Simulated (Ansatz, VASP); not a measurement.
**NaSr: VASP beside Ansatz**

INCAR

```
SYSTEM = NaSr
PREC     = Accurate       ! precision mode
ENCUT    = 520            ! plane-wave cutoff, eV
EDIFF    = 1E-6           ! SCF threshold, eV
ISMEAR   = 0              ! smearing method
SIGMA    = 0.1            ! smearing width, eV
LREAL    = .False.        ! projectors in reciprocal space
LASPH    = .True.         ! aspherical terms in the spheres
NELM     = 60             ! most SCF steps
ALGO     = Fast           ! electronic algorithm
ISIF     = 2              ! what is computed and relaxed
LWAVE    = .False.        ! write WAVECAR
LCHARG   = .True.         ! write CHGCAR
GGA      = PE             ! functional
LELF     = .True.         ! ELF
LVHAR    = .True.       
NBANDS   = 16             ! bands
```

File KPOINTS:

```
regular mesh
0
Gamma
  6 6 6
  0 0 0
```

The input POSCAR:

```
NaSr
1.0
    2.0769749000      1.1991420000      6.5044597000
   -2.0769749000      1.1991420000      6.5044597000
    0.0000000000     -2.3982840000      6.5044597000
Na Sr
1 1
Direct
    0.0000000000      0.0000000000      0.0000000000
    0.5000000000      0.5000000000      0.5000000000
```

Input for Ansatz:

```yaml
crystal:
  lattice:
    - [2.0769749, 1.199142, 6.5044597]
    - [-2.0769749, 1.199142, 6.5044597]
    - [0.0, -2.398284, 6.5044597]
  atoms:
    - { symbol: Na, position: [0.0, 0.0, 0.0] }
    - { symbol: Sr, position: [0.5, 0.5, 0.5] }
basis:
  ecutwfc: 420
kpoints:
  mp_grid: { grid: [6, 6, 6] }
hamiltonian:
  xc: pbe
scf:
  occupations: { method: gaussian, width: 0.1 }
  lower_state_search: "off"
output:
  forces: true
  stress: true
  eigenvalues: true
```

Alike in both runs: task single point; functional PBE; k mesh 6 × 6 × 6; occupations gaussian, width 0.1 eV; no spin polarisation.

```csv
,VASP,Ansatz
version,VASP 6.6.1,Ansatz 0.2.0
potentials or method,"VASP PAW PBE potentials, release 64 (Na_pv, Sr_sv)","scalar-relativistic, plane waves, PAW"
plane-wave cutoff (eV),520,420
valence electrons in the cell,17,19
```

|  | VASP | Ansatz | Ansatz less VASP |
| --- | --- | --- | --- |
| gap on the k mesh at the Fermi level (eV) | none | none | - |
| pressure (GPa) | 0.0 | 0.0 | 0.00 |
| largest component of the traceless stress (GPa) | 0.25 | 0.25 | 0.000 |

A gap of «none» marks a metal or a gap that the smearing closes. The two sets of potentials don't hold the same shells in valence.
